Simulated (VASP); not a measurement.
Output of a VASP run:

### OSZICAR
```
...
DAV:   6    -0.390072885808E+02    0.56344E+01   -0.98915E+00   880   0.212E+01    0.747E+00
DAV:   7    -0.380490388784E+02    0.95825E+00   -0.66612E-01   836   0.704E+00    0.290E+00
DAV:   8    -0.384866779446E+02   -0.43764E+00   -0.96684E-01   868   0.817E+00    0.179E+00
DAV:   9    -0.384266274564E+02    0.60050E-01   -0.25410E-01   796   0.508E+00    0.450E-01
DAV:  10    -0.386277464676E+02   -0.20112E+00   -0.75530E-02   772   0.302E+00    0.394E-01
DAV:  11    -0.386298677497E+02   -0.21213E-02   -0.44323E-03   860   0.685E-01    0.150E-01
DAV:  12    -0.386358315727E+02   -0.59638E-02   -0.46840E-03   768   0.813E-01    0.620E-02
DAV:  13    -0.386371303876E+02   -0.12988E-02   -0.59375E-04   796   0.306E-01    0.583E-02
DAV:  14    -0.386366505321E+02    0.47986E-03   -0.76722E-05   884   0.104E-01    0.423E-02
DAV:  15    -0.386372995980E+02   -0.64907E-03   -0.37555E-04   768   0.224E-01    0.184E-02
DAV:  16    -0.386372056777E+02    0.93920E-04   -0.11418E-05   864   0.456E-02    0.118E-02
DAV:  17    -0.386372163419E+02   -0.10664E-04   -0.34756E-07   540   0.745E-03    0.621E-03
DAV:  18    -0.386372087544E+02    0.75874E-05   -0.48786E-07   428   0.597E-03    0.432E-03
DAV:  19    -0.386372128990E+02   -0.41446E-05   -0.12333E-07   420   0.434E-03    0.273E-03
DAV:  20    -0.386372034939E+02    0.94051E-05   -0.89247E-08   404   0.274E-03    0.102E-03
DAV:  21    -0.386372038001E+02   -0.30628E-06   -0.94464E-09   396   0.102E-03
   1 F= -.38637204E+02 E0= -.38637204E+02  d E =-.386372E+02
       N       E                     dE             d eps       ncg     rms          rms(c)
DAV:   1    -0.386372359646E+02   -0.32471E-04   -0.14069E-02   848   0.110E+00    0.149E-01
DAV:   2    -0.386372108173E+02    0.25147E-04   -0.56595E-04   840   0.200E-01    0.787E-02
DAV:   3    -0.386371165720E+02    0.94245E-04   -0.16982E-04   832   0.966E-02    0.160E-02
DAV:   4    -0.386371696830E+02   -0.53111E-04   -0.47816E-05   748   0.736E-02    0.103E-02
DAV:   5    -0.386371356075E+02    0.34076E-04   -0.16497E-05   764   0.452E-02    0.825E-03
DAV:   6    -0.386371830390E+02   -0.47432E-04   -0.57067E-06   804   0.288E-02    0.336E-03
DAV:   7    -0.386371498907E+02    0.33148E-04   -0.16038E-06   488   0.160E-02    0.126E-03
DAV:   8    -0.386371600624E+02   -0.10172E-04   -0.31800E-07   400   0.666E-03    0.286E-04
DAV:   9    -0.386371587655E+02    0.12970E-05   -0.37706E-08   388   0.175E-03    0.417E-04
DAV:  10    -0.386371588071E+02   -0.41608E-07   -0.62266E-09   384   0.700E-04
   2 F= -.38637159E+02 E0= -.38637159E+02  d E =0.449931E-04
       N       E                     dE             d eps       ncg     rms          rms(c)
DAV:   1    -0.386374481597E+02   -0.28939E-03   -0.38203E-03   844   0.570E-01    0.781E-02
DAV:   2    -0.386374296026E+02    0.18557E-04   -0.15395E-04   844   0.104E-01    0.412E-02
DAV:   3    -0.386374350867E+02   -0.54841E-05   -0.46660E-05   836   0.505E-02    0.840E-03
DAV:   4    -0.386374056734E+02    0.29413E-04   -0.13107E-05   756   0.385E-02    0.539E-03
DAV:   5    -0.386374344800E+02   -0.28807E-04   -0.43227E-06   756   0.232E-02    0.423E-03
DAV:   6    -0.386374075447E+02    0.26935E-04   -0.13783E-06   444   0.148E-02    0.143E-03
DAV:   7    -0.386374302986E+02   -0.22754E-04   -0.50417E-07   388   0.838E-03    0.351E-04
DAV:   8    -0.386374243119E+02    0.59867E-05   -0.49051E-08   384   0.264E-03    0.280E-04
DAV:   9    -0.386374243636E+02   -0.51723E-07   -0.44757E-09   384   0.615E-04
   3 F= -.38637424E+02 E0= -.38637424E+02  d E =-.220563E-03
```

OUTCAR:
```
------------------------ aborting loop because EDIFF is reached ----------------------------------------
  FORCE on cell =-STRESS in cart. coord.  units (eV):
  Direction    XX          YY          ZZ          XY          YZ          ZX
  --------------------------------------------------------------------------------------
  Total        0.0067393      0.0067393     -0.0093215      0.0000000     -0.0000000      0.0000000
  in kB        0.2613843      0.2613843     -0.3615346      0.0000000     -0.0000000      0.0000000
  external PRESSURE =       0.0537447 kB  Pullay stress =       0.0000000 kB
  volume of cell :       41.31
      direct lattice vectors                 reciprocal lattice vectors
     3.074286951  0.000000000 -0.000000000     0.325278680  0.187799750 -0.000000000
    -1.537143475  2.662410356  0.000000000    -0.000000000  0.375599501 -0.000000000
     0.000000000  0.000000000  5.046936674     0.000000000  0.000000000  0.198139994
  FREE ENERGIE OF THE ION-ELECTRON SYSTEM (eV)
  ---------------------------------------------------
  free  energy   TOTEN  =       -38.6374243636 eV

  energy  without entropy=      -38.6374243636  energy(sigma->0) =      -38.63742436

 reached required accuracy - stopping structural energy minimisation
```
(Selected blocks of OUTCAR.)

POSCAR:
```
SiC
1
    3.0770015652     0.0000000000     0.0000000000
   -1.5385007826     2.6647612800     0.0000000000
   -0.0000000000     0.0000000000     5.0518812388
Si C
2 2
Direct
  0.3333330000   0.6666670000   0.9996388467
  0.6666670000   0.3333330000   0.4996388467
  0.3333330000   0.6666670000   0.3753611533
  0.6666670000   0.3333330000   0.8753611533
```

Question: Write an INCAR and KPOINTS that could have produced this output.

Answer: One answer among several that fit: the input of the run itself, r2SCAN meta-GGA, plane waves, VASP's PBE PAW potentials (set 64).

**INCAR**
```
# general
SYSTEM =SiC
PREC   =Accurate
ENCUT  =530
LREAL  =.False.
LASPH  =.True.

# electronic loop
EDIFF  =1E-6
NELM   =100
ALGO   =Normal
LMIXTAU=.True.

# smearing
ISMEAR =0
SIGMA  =0.05

# functional
METAGGA=R2SCAN

# ions
IBRION =2
NSW    =60
ISIF   =3
EDIFFG =-0.02

# output
LWAVE  =.False.
LCHARG =.False.
```

### KPOINTS
```
K-points
0
Gamma
  8 8 4
0 0 0
```

POTCAR, in this order: Si C (PBE.64 set). Program: vasp_std.

The compound is SiC in the wurtzite structure, the rare 2H polytype. This run relaxes it. Symmetry was kept, so distortions that lower it aren't found. The start is the result of an earlier pass.
